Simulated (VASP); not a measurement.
An input for Quantum ESPRESSO's pw.x (written as the equivalent of a VASP run, and not itself run):

```
&CONTROL
  calculation = 'scf'
  pseudo_dir = './pseudo'
  outdir = './out'
  tprnfor = .true.
  tstress = .true.
/
&SYSTEM
  ibrav = 0
  nat = 6
  ntyp = 2
  ecutwfc = 98
  occupations = 'smearing'
  smearing = 'gaussian'
  degauss = 0.01999
  input_dft = 'pbesol'
/
&ELECTRONS
  conv_thr = 7.3e-08
  electron_maxstep = 100
/
ATOMIC_SPECIES
  Zr 91.224 Zr.upf
  Ni 58.693 Ni.upf
CELL_PARAMETERS angstrom
     0.0000000    3.4559650    3.4559650
     3.4559650    0.0000000    3.4559650
     3.4559650    3.4559650    0.0000000
ATOMIC_POSITIONS crystal
  Zr   0.5000000  0.5000000  0.5000000
  Zr   0.7500000  0.7500000  0.7500000
  Ni   0.1250000  0.1250000  0.1250000
  Ni   0.6250000  0.1250000  0.1250000
  Ni   0.1250000  0.1250000  0.6250000
  Ni   0.1250000  0.6250000  0.1250000
K_POINTS automatic
  7 7 7 0 0 0
```

Q: Translate this input to VASP (INCAR, KPOINTS, POSCAR, choice of POTCAR).

A: This is not unique; one that fits is 
File POSCAR:
```
ZrNi2
1
    0.0000000000     3.4559650000     3.4559650000
    3.4559650000     0.0000000000     3.4559650000
    3.4559650000     3.4559650000     0.0000000000
Zr Ni
2 4
Direct
  0.5000000000   0.5000000000   0.5000000000
  0.7500000000   0.7500000000   0.7500000000
  0.1250000000   0.1250000000   0.1250000000
  0.6250000000   0.1250000000   0.1250000000
  0.1250000000   0.1250000000   0.6250000000
  0.1250000000   0.6250000000   0.1250000000
```

KPOINTS:
```
Automatic mesh
0
Gamma
7 7 7
0 0 0
```

### INCAR
```
ALGO  =  Normal
EDIFF  =  1E-6
ENCUT  =  300
GGA  =  PS
ISIF  =  2
ISMEAR  =  0
LASPH  =  .TRUE.
LCHARG  =  .FALSE.
LMAXMIX  =  4
LREAL  =  .FALSE.
LWAVE  =  .FALSE.
NELM  =  100
PREC  =  Accurate
SIGMA  =  0.272
SYSTEM  =  ZrNi2
```

POTCAR, in this order: Zr_sv Ni (PBE.64 set). Program: vasp_std.

The two are equivalent in intent, not identical: the potentials are each code's own (VASP's PAW set, PseudoDojo norm-conserving files in pw.x), so ENCUT and ecutwfc are chosen apart and not converted; conv_thr bounds pw.x's estimated SCF error, while EDIFF bounds the energy change between steps.

The structure comes from a computed database's ZrNi2 entry (Fd-3m); how it stands against other phases isn't given here. The cell was not relaxed at this level.
